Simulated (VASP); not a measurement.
# Au (Gold) with rev-vdW-DF2: from relaxation to properties, part 3 of 4

Aim: relax Au (Gold) with rev-vdW-DF2, compute its properties on that cell and hold them against experiment. Left out of this account: 1 further run (phonons: it ended without a result to show). The start is a cell from a database of measured crystal structures.

VASP 6.6.1, plane waves and PAW; the level of theory is named at each step.

Still holding for the runs below: This run has no spin polarisation. Its electron count is odd, so without a moment it is a metal by construction.

So far. Step 4 (Single point with fields (rev-vdW-DF2)): In this run the pressure is -0.01 GPa, small enough to go on. Step 5 (Bands along the symmetry lines (rev-vdW-DF2)): There is no gap at this level.

The database entry behind the starting cell differs from later determinations by our own check (0.1 to 0.3 % short, probably kX units), so it need not match the best structure at ambient conditions.

### Step 6. Total and projected DOS (rev-vdW-DF2)

Level of this step: rev-vdW-DF2; plane waves and PAW (Au) (VASP).

A density of states needs more k-points than a total energy; ISMEAR = -5 takes tetrahedra, and LORBIT projects the states on the PAW spheres. The mesh is finer than in the run before.

INCAR reads:

```
SYSTEM = Au
PREC = Accurate
ENCUT = 400
EDIFF = 1E-06
NELM = 100
ISMEAR = -5
SIGMA = 0.2
LREAL = .FALSE.
ALGO = Normal
GGA = MK
AGGAC = 0
LUSE_VDW = .TRUE.
PARAM1 = 0.1234
PARAM2 = 0.711357
ZAB_VDW = -1.8867
LASPH = .TRUE.
NBANDS = 16
LORBIT = 11
LWAVE = .FALSE.
LCHARG = .FALSE.
KPAR = 2
NEDOS = 2001
```

POSCAR reads:

```
Au
1.0
    0.0000000000      2.0612047374      2.0612047374
    2.0612047374      0.0000000000      2.0612047374
    2.0612047374      2.0612047374      0.0000000000
Au
1
Direct
    0.0000000000      0.0000000000      0.0000000000
```

KPOINTS reads:

```
Automatic mesh
0
Gamma
16 16 16
0 0 0
```

The projector-augmented-wave data sets are Au (PBE family, release 64).

On the command line:

```
> mpirun -np 2 vasp_std
```

The program printed:

```text
[... set-up lines as in an earlier step ...]
 entering main loop
       N       E                     dE             d eps       ncg     rms          rms(c)
DAV:   1     0.473253969019E+02    0.47325E+02   -0.43751E+03  4920   0.488E+02
DAV:   2    -0.615290772969E+00   -0.47941E+02   -0.45298E+02  6312   0.144E+02
DAV:   3    -0.131382574069E+01   -0.69853E+00   -0.69826E+00  5704   0.161E+01
DAV:   4    -0.131640014737E+01   -0.25744E-02   -0.25746E-02  6024   0.110E+00
DAV:   5    -0.131641857243E+01   -0.18425E-04   -0.18427E-04  5768   0.840E-02    0.859E+00
DAV:   6    -0.104738476500E+01    0.26903E+00   -0.64159E-01  6040   0.517E+00    0.543E+00
DAV:   7    -0.102919691574E+01    0.18188E-01   -0.51000E-02  6552   0.148E+00    0.270E+00
DAV:   8    -0.102674070296E+01    0.24562E-02   -0.12247E-03  5200   0.250E-01    0.278E-01
DAV:   9    -0.102672662122E+01    0.14082E-04   -0.11359E-05  6312   0.216E-02    0.281E-02
DAV:  10    -0.102673018673E+01   -0.35655E-05   -0.22353E-06  5592   0.107E-02    0.209E-03
DAV:  11    -0.102673017046E+01    0.16275E-07   -0.74812E-08  3192   0.175E-03
   1 F= -.10267302E+01 E0= -.10267302E+01  d E =0.000000E+00
 -----------------------------------------------------------------------------
|                                                                             |
|           W    W    AA    RRRRR   N    N  II  N    N   GGGG   !!!           |
|           W    W   A  A   R    R  NN   N  II  NN   N  G    G  !!!           |
|           W    W  A    A  R    R  N N  N  II  N N  N  G       !!!           |
|           W WW W  AAAAAA  RRRRR   N  N N  II  N  N N  G  GGG   !            |
|           WW  WW  A    A  R   R   N   NN  II  N   NN  G    G                |
|           W    W  A    A  R    R  N    N  II  N    N   GGGG   !!!           |
|                                                                             |
|     Tetrahedron method does not include variations of the Fermi             |
|     occupations, so forces and stress will be inaccurate. We suggest        |
|     using a different smearing scheme ISMEAR = 1 or 2 for metals in         |
|     relaxations.                                                            |
|                                                                             |
 -----------------------------------------------------------------------------
```

It took 11 s on 2 MPI ranks of Intel Xeon 6975P-C (Granite Rapids), shared host; peak memory 0.46 GiB.

Parts of OUTCAR (step 6):

```text
   k-points           NKPTS =    145   k-points in BZ     NKDIM =    145   number of bands    NBANDS=     16

   NELECT =      11.0000    total number of electrons

 E-fermi :   8.9465

 k-point     1 :       0.0000    0.0000    0.0000
  band No.  band energies     occupation
    ...
      2       4.3561      2.00000
      3       4.3561      2.00000
      4       4.3561      2.00000
      5       5.8011      2.00000
      6       5.8011      2.00000
      7      23.5819      0.00000
      8      27.3127      0.00000
      9      27.3127      0.00000
     10      27.3127      0.00000
     11      32.2751      0.00000
    ...

Total vdW correction in eV:      1.5033532

  Total        0.0025681      0.0025681      0.0025681     -0.0000000     -0.0000000      0.0000000
  in kB        0.2349236      0.2349236      0.2349236     -0.0000000     -0.0000000      0.0000000
  external PRESSURE =       0.2349236 kB  Pullay stress =       0.0000000 kB

 POSITION                                       TOTAL-FORCE (eV/Angst)
 -----------------------------------------------------------------------------------
      0.00000      0.00000      0.00000         0.000000      0.000000      0.000000
 -----------------------------------------------------------------------------------
    total drift:                                0.000000     -0.000000     -0.000000

  FREE ENERGIE OF THE ION-ELECTRON SYSTEM (eV)
  ---------------------------------------------------
  free  energy   TOTEN  =        -1.0267301705 eV

  energy  without entropy=       -1.0267301705  energy(sigma->0) =       -1.02673017

Total vdW correction in eV:      1.5033524

[... 6 parts as in an earlier step ...]

[... 10 further parts left out ...]
```

With tetrahedra the forces and stress of a metal are not exact derivatives of the energy.

Numbers from this step:

```yaml
irreducible_k_points: 145
free_energy_toten: -1.027 eV
fermi_energy: 8.947 eV
pressure: 0.02349 GPa
dos_at_the_fermi_level: 0.2876 states/eV/cell
```

The density of states has structure finer than the step of the table below, so its rows give means over 1 eV, whole bins alone (the curve runs from -11.9 to 7.99 eV). Peaks (eV: height): total -6.3: 2.00, -5.4: 2.61, -4.3: 4.40, -3.7: 2.54, -3.2: 2.89, -2.1: 3.39; Au d -6.2: 1.39, -5.4: 2.07, -4.3: 3.79, -3.7: 2.12, -3.2: 2.58, -2.0: 3.24; Au s -6.6: 0.229, -4.6: 0.0502, 3.0: 0.171, 5.4: 0.113.

States under -11.9 eV and over 8.0 eV are left out. Table of density of states by energy, zero at the Fermi level; means over each step; values in states/eV/cell:

```tsv
energy (eV)	total	Au d	Au s
-11	0	0	0
-10	0.00128	0	7.4e-4
-9	0.0666	6.1e-4	0.0369
-8	0.148	0.0102	0.0720
-7	0.675	0.304	0.162
-6	1.67	1.21	0.109
-5	2.01	1.64	0.0259
-4	2.31	1.95	0.0345
-3	1.97	1.77	0.0182
-2	1.75	1.64	0.0194
-1	0.289	0.180	0.0333
0	0.291	0.139	0.0445
1	0.288	0.108	0.0531
2	0.280	0.0842	0.0680
3	0.328	0.0824	0.120
4	0.251	0.0565	0.0788
5	0.384	0.0701	0.0936
6	0.331	0.0530	0.0863
7	0.290	0.0438	0.0667
```

The finer mesh and the other smearing move the Fermi level by -0.03 eV from the 11×11×11 run, a small shift, which tests the Fermi level alone. Of the states within 0.3 eV of the Fermi level, the largest shares in the PAW spheres are Au d 47 % and Au s 15 %. The rest lies in smaller channels or between the spheres.

### Step 7. Volume scan with rev-vdW-DF2

An equation of state needs energies on both sides of the minimum, all on one mesh and cutoff.

Edit INCAR of step 6 so:

```diff
@@ -5,3 +5,3 @@
 NELM = 100
-ISMEAR = -5
+ISMEAR = 1
 SIGMA = 0.2
@@ -16,3 +16,3 @@
 LASPH = .TRUE.
-NBANDS = 16
+NBANDS = 11
 LORBIT = 11
@@ -21,2 +21,2 @@
 KPAR = 2
-NEDOS = 2001
+ISIF = 2
```

POSCAR reads:

```
Au
1.0
    0.0000000000      2.0191275280      2.0191275280
    2.0191275280      0.0000000000      2.0191275280
    2.0191275280      2.0191275280      0.0000000000
Au
1
Direct
    0.0000000000      0.0000000000      0.0000000000
```

KPOINTS reads:

```
Automatic mesh
0
Gamma
11 11 11
0 0 0
```

On the command line:

```
> mpirun -np 2 vasp_std
```

The program printed:

```text
[... set-up lines as in an earlier step ...]
 entering main loop
       N       E                     dE             d eps       ncg     rms          rms(c)
DAV:   1     0.387298680761E+02    0.38730E+02   -0.48179E+03  1432   0.707E+02
DAV:   2    -0.891103911411E+00   -0.39621E+02   -0.37907E+02  1406   0.165E+02
DAV:   3    -0.128566858587E+01   -0.39456E+00   -0.39433E+00  1403   0.160E+01
DAV:   4    -0.128686894955E+01   -0.12004E-02   -0.12003E-02  1388   0.103E+00
DAV:   5    -0.128687754695E+01   -0.85974E-05   -0.85985E-05  1424   0.838E-02    0.104E+01
DAV:   6    -0.102333190697E+01    0.26355E+00   -0.72241E-01  1316   0.729E+00    0.644E+00
DAV:   7    -0.100104958036E+01    0.22282E-01   -0.72919E-02  1391   0.230E+00    0.286E+00
DAV:   8    -0.998251612245E+00    0.27980E-02   -0.18355E-03  1322   0.411E-01    0.233E-01
DAV:   9    -0.998248153593E+00    0.34587E-05   -0.12115E-05  1412   0.306E-02    0.218E-02
DAV:  10    -0.998251281953E+00   -0.31284E-05   -0.21802E-06  1378   0.144E-02    0.123E-03
DAV:  11    -0.998251310700E+00   -0.28747E-07   -0.31973E-08   706   0.149E-03
   1 F= -.99825131E+00 E0= -.99824968E+00  d E =-.490302E-05
```

Wall time 7.2 s (2 MPI ranks); peak memory 0.44 GiB; 14 s of CPU time.

From OUTCAR (step 7):

```text
   ENCUT  =  400.0 eV  29.40 Ry    5.42 a.u.   4.66  4.66  4.66*2*pi/ulx,y,z

   NELECT =      11.0000    total number of electrons

 E-fermi :   9.9527

 k-point     1 :       0.0000    0.0000    0.0000
  band No.  band energies     occupation
    ...
      2       5.0639      2.00000
      3       5.0639      2.00000
      4       5.0639      2.00000
      5       6.6745      2.00000
      6       6.6745      2.00000
      7      24.5367      0.00000
      8      28.6303      0.00000
      9      28.6303      0.00000
     10      28.6303      0.00000
     11      33.7838      0.00000

Total vdW correction in eV:      1.4406144

  Total        1.2015569      1.2015569      1.2015569     -0.0000000      0.0000000     -0.0000000
  in kB      116.9320802    116.9320802    116.9320802     -0.0000000      0.0000000     -0.0000000
  external PRESSURE =     116.9320802 kB  Pullay stress =       0.0000000 kB

  FREE ENERGIE OF THE ION-ELECTRON SYSTEM (eV)
  ---------------------------------------------------
  free  energy   TOTEN  =        -0.9982513107 eV

  energy  without entropy=       -0.9982464077  energy(sigma->0) =       -0.99824968

Total vdW correction in eV:      1.4406139

[... 6 parts as in an earlier step ...]

[... 11 further parts left out ...]
```

The scan keeps the cell's shape and the fractional positions fixed.

Numbers from this step:

```yaml
bands: 11
irreducible_k_points: 56
free_energy_toten: -0.9983 eV
fermi_energy: 9.953 eV
pressure: 11.69 GPa
```

The pressure here is 11.69 GPa.

### Step 8. Volume scan with rev-vdW-DF2 (run 2)

INCAR is that of step 7.

POSCAR reads:

```
Au
1.0
    0.0000000000      2.0333472044      2.0333472044
    2.0333472044      0.0000000000      2.0333472044
    2.0333472044      2.0333472044      0.0000000000
Au
1
Direct
    0.0000000000      0.0000000000      0.0000000000
```

KPOINTS is that of step 7.

On the command line:

```
> mpirun -np 2 vasp_std
```

The program printed:

```text
[... set-up lines as in an earlier step ...]
 entering main loop
       N       E                     dE             d eps       ncg     rms          rms(c)
DAV:   1     0.398362832737E+02    0.39836E+02   -0.48972E+03  1408   0.708E+02
DAV:   2    -0.901533858245E+00   -0.40738E+02   -0.38436E+02  1403   0.168E+02
DAV:   3    -0.130664498409E+01   -0.40511E+00   -0.40472E+00  1409   0.163E+01
DAV:   4    -0.130802521740E+01   -0.13802E-02   -0.13802E-02  1376   0.110E+00
DAV:   5    -0.130803553055E+01   -0.10313E-04   -0.10313E-04  1415   0.909E-02    0.974E+00
DAV:   6    -0.104255042384E+01    0.26549E+00   -0.75089E-01  1292   0.737E+00    0.608E+00
DAV:   7    -0.102178876896E+01    0.20762E-01   -0.67659E-02  1406   0.221E+00    0.280E+00
DAV:   8    -0.101911061496E+01    0.26782E-02   -0.15027E-03  1325   0.371E-01    0.228E-01
DAV:   9    -0.101910651593E+01    0.40990E-05   -0.12336E-05  1394   0.301E-02    0.208E-02
DAV:  10    -0.101910983908E+01   -0.33231E-05   -0.23342E-06  1369   0.152E-02    0.739E-04
DAV:  11    -0.101910985680E+01   -0.17717E-07   -0.36671E-08   718   0.159E-03
   1 F= -.10191099E+01 E0= -.10192495E+01  d E =0.418901E-03
```

Elapsed: 7.2 s, on 2 MPI ranks; peak memory 0.44 GiB.

OUTCAR, selected parts (step 8):

```text
   NELECT =      11.0000    total number of electrons

 E-fermi :   9.6070

 k-point     1 :       0.0000    0.0000    0.0000
  band No.  band energies     occupation
    ...
      2       4.8194      2.00000
      3       4.8194      2.00000
      4       4.8194      2.00000
      5       6.3714      2.00000
      6       6.3714      2.00000
      7      24.2089      0.00000
      8      28.1782      0.00000
      9      28.1782      0.00000
     10      28.1782      0.00000
     11      33.2661      0.00000

Total vdW correction in eV:      1.4622522

  Total        0.7623591      0.7623591      0.7623591      0.0000000     -0.0000000     -0.0000000
  in kB       72.6449726     72.6449726     72.6449726      0.0000000     -0.0000000     -0.0000000
  external PRESSURE =      72.6449726 kB  Pullay stress =       0.0000000 kB

  FREE ENERGIE OF THE ION-ELECTRON SYSTEM (eV)
  ---------------------------------------------------
  free  energy   TOTEN  =        -1.0191098568 eV

  energy  without entropy=       -1.0195287579  energy(sigma->0) =       -1.01924949

Total vdW correction in eV:      1.4622518

[... 7 parts as in an earlier step ...]

[... 11 further parts left out ...]
```

Numbers from this step:

| Item | Value |
| --- | --- |
| free energy (TOTEN) | -1.019 eV |
| energy at zero smearing | -1.019 eV |
| Fermi energy | 9.607 eV |
| pressure | 7.264 GPa |

The pressure falls from 11.69 to 7.26 GPa.

The run ends at a pressure of 7.26 GPa.

### Step 9. Volume scan with rev-vdW-DF2 (run 3)

INCAR is that of step 8.

POSCAR reads:

```
Au
1.0
    0.0000000000      2.0473707317      2.0473707317
    2.0473707317      0.0000000000      2.0473707317
    2.0473707317      2.0473707317      0.0000000000
Au
1
Direct
    0.0000000000      0.0000000000      0.0000000000
```

KPOINTS is that of step 8.

On the command line:

```
> mpirun -np 2 vasp_std
```

The program printed:

```text
[... set-up lines as in an earlier step ...]
 entering main loop
       N       E                     dE             d eps       ncg     rms          rms(c)
DAV:   1     0.415608938357E+02    0.41561E+02   -0.48351E+03  1320   0.715E+02
DAV:   2    -0.875937014645E+00   -0.42437E+02   -0.39920E+02  1388   0.170E+02
DAV:   3    -0.131817544934E+01   -0.44224E+00   -0.44195E+00  1406   0.171E+01
DAV:   4    -0.131970006108E+01   -0.15246E-02   -0.15246E-02  1382   0.117E+00
[...]
DAV:   9    -0.103087768668E+01    0.46370E-05   -0.11346E-05  1379   0.284E-02    0.194E-02
DAV:  10    -0.103088126583E+01   -0.35791E-05   -0.24496E-06  1393   0.157E-02    0.540E-04
DAV:  11    -0.103088126954E+01   -0.37118E-08   -0.39728E-08   706   0.165E-03
   1 F= -.10308813E+01 E0= -.10311737E+01  d E =0.877263E-03
```

Elapsed: 7.2 s, on 2 MPI ranks; peak memory 0.44 GiB.

OUTCAR, selected parts (step 9):

```text
  Total        0.3621995      0.3621995      0.3621995     -0.0000000      0.0000000     -0.0000000
  in kB       33.8095164     33.8095164     33.8095164     -0.0000000      0.0000000     -0.0000000
  external PRESSURE =      33.8095164 kB  Pullay stress =       0.0000000 kB

  FREE ENERGIE OF THE ION-ELECTRON SYSTEM (eV)
  ---------------------------------------------------
  free  energy   TOTEN  =        -1.0308812695 eV

  energy  without entropy=       -1.0317585324  energy(sigma->0) =       -1.03117369

[... 2 parts as in an earlier step ...]

[... 2 further parts left out ...]
[key lines of the parts left out:]
E-fermi :   9.2803
```

The pressure falls from 7.26 to 3.38 GPa.

The run ends at a pressure of 3.38 GPa.

### Step 10. Volume scan with rev-vdW-DF2 (run 4)

INCAR is that of step 9.

POSCAR reads:

```
Au
1.0
    0.0000000000      2.0612047374      2.0612047374
    2.0612047374      0.0000000000      2.0612047374
    2.0612047374      2.0612047374      0.0000000000
Au
1
Direct
    0.0000000000      0.0000000000      0.0000000000
```

KPOINTS is that of step 9.

On the command line:

```
> mpirun -np 2 vasp_std
```

The program printed:

```text
[... set-up lines as in an earlier step ...]
 entering main loop
       N       E                     dE             d eps       ncg     rms          rms(c)
DAV:   1     0.380066394501E+02    0.38007E+02   -0.48400E+03  1411   0.702E+02
DAV:   2    -0.927290717541E+00   -0.38934E+02   -0.36751E+02  1391   0.164E+02
DAV:   3    -0.132180363271E+01   -0.39451E+00   -0.39431E+00  1418   0.159E+01
DAV:   4    -0.132311614209E+01   -0.13125E-02   -0.13125E-02  1352   0.107E+00
[...]
DAV:   9    -0.103473743112E+01    0.51608E-05   -0.11560E-05  1382   0.281E-02    0.179E-02
DAV:  10    -0.103474128308E+01   -0.38520E-05   -0.26073E-06  1387   0.164E-02    0.878E-04
DAV:  11    -0.103474127585E+01    0.72273E-08   -0.42174E-08   703   0.170E-03
   1 F= -.10347413E+01 E0= -.10352037E+01  d E =0.138727E-02
```

Wall time 7.2 s (2 MPI ranks); peak memory 0.44 GiB; 13 s of CPU time.

OUTCAR, selected parts (step 10):

```text
  Total       -0.0011863     -0.0011863     -0.0011863      0.0000000     -0.0000000      0.0000000
  in kB       -0.1085178     -0.1085178     -0.1085178      0.0000000     -0.0000000      0.0000000
  external PRESSURE =      -0.1085178 kB  Pullay stress =       0.0000000 kB

 POSITION                                       TOTAL-FORCE (eV/Angst)
 -----------------------------------------------------------------------------------
      0.00000      0.00000      0.00000         0.000000      0.000000      0.000000
 -----------------------------------------------------------------------------------
    total drift:                                0.000000     -0.000000      0.000000

  FREE ENERGIE OF THE ION-ELECTRON SYSTEM (eV)
  ---------------------------------------------------
  free  energy   TOTEN  =        -1.0347412759 eV

  energy  without entropy=       -1.0361285505  energy(sigma->0) =       -1.03520370

[... 2 parts as in an earlier step ...]

[... 1 further part left out ...]
[key lines of the parts left out:]
E-fermi :   8.9747
```

The pressure falls from 3.38 to -0.01 GPa.

The run ends at a pressure of -0.01 GPa.

### Step 11. Volume scan with rev-vdW-DF2 (run 5)

INCAR is that of step 10.

POSCAR reads:

```
Au
1.0
    0.0000000000      2.0748554977      2.0748554977
    2.0748554977      0.0000000000      2.0748554977
    2.0748554977      2.0748554977      0.0000000000
Au
1
Direct
    0.0000000000      0.0000000000      0.0000000000
```

KPOINTS is that of step 10.

On the command line:

```
> mpirun -np 2 vasp_std
```

The program printed:

```text
[... set-up lines as in an earlier step ...]
 entering main loop
       N       E                     dE             d eps       ncg     rms          rms(c)
DAV:   1     0.389674193356E+02    0.38967E+02   -0.48658E+03  1384   0.706E+02
DAV:   2    -0.864165895110E+00   -0.39832E+02   -0.37393E+02  1403   0.162E+02
DAV:   3    -0.131776583307E+01   -0.45360E+00   -0.45341E+00  1422   0.168E+01
DAV:   4    -0.131923865806E+01   -0.14728E-02   -0.14728E-02  1364   0.113E+00
[...]
DAV:   9    -0.103162002764E+01    0.55495E-05   -0.11185E-05  1361   0.272E-02    0.171E-02
DAV:  10    -0.103162415836E+01   -0.41307E-05   -0.27774E-06  1393   0.171E-02    0.143E-03
DAV:  11    -0.103162413947E+01    0.18887E-07   -0.44027E-08   709   0.172E-03
   1 F= -.10316241E+01 E0= -.10322516E+01  d E =0.188231E-02
```

The job ended after 7.2 s (2 MPI ranks; peak memory 0.44 GiB; 14 s of CPU time).

Parts of OUTCAR (step 11):

```text
  Total       -0.3330261     -0.3330261     -0.3330261      0.0000000     -0.0000000      0.0000000
  in kB      -29.8672498    -29.8672498    -29.8672498      0.0000000     -0.0000000      0.0000000
  external PRESSURE =     -29.8672498 kB  Pullay stress =       0.0000000 kB

 POSITION                                       TOTAL-FORCE (eV/Angst)
 -----------------------------------------------------------------------------------
      0.00000      0.00000      0.00000        -0.000000      0.000000      0.000000
 -----------------------------------------------------------------------------------
    total drift:                                0.000000      0.000000      0.000000

  FREE ENERGIE OF THE ION-ELECTRON SYSTEM (eV)
  ---------------------------------------------------
  free  energy   TOTEN  =        -1.0316241395 eV

  energy  without entropy=       -1.0335064478  energy(sigma->0) =       -1.03225158

[... 1 part as in an earlier step ...]

[... 2 further parts left out ...]
[key lines of the parts left out:]
E-fermi :   8.6939
```

The pressure falls from -0.01 to -2.99 GPa.

The run ends at a pressure of -2.99 GPa.

(Part 3 of 4 ends here.)

[Lines on the potential files, build, host, timing and source positions are cut from VASP's logs without a mark.]

[Logs are printed without paths, hosts, clocks, repeated set-up lines and the standing remarks that a program may print on its own settings, such as how far it seeks lower states.]

[Hosts, paths, dates, database ids (printed as entryN), source tags and the programs' standing remarks are cut or masked in the printed files.]

[A measured line is paired with the nearest computed mode of its activity, which favours agreement.]
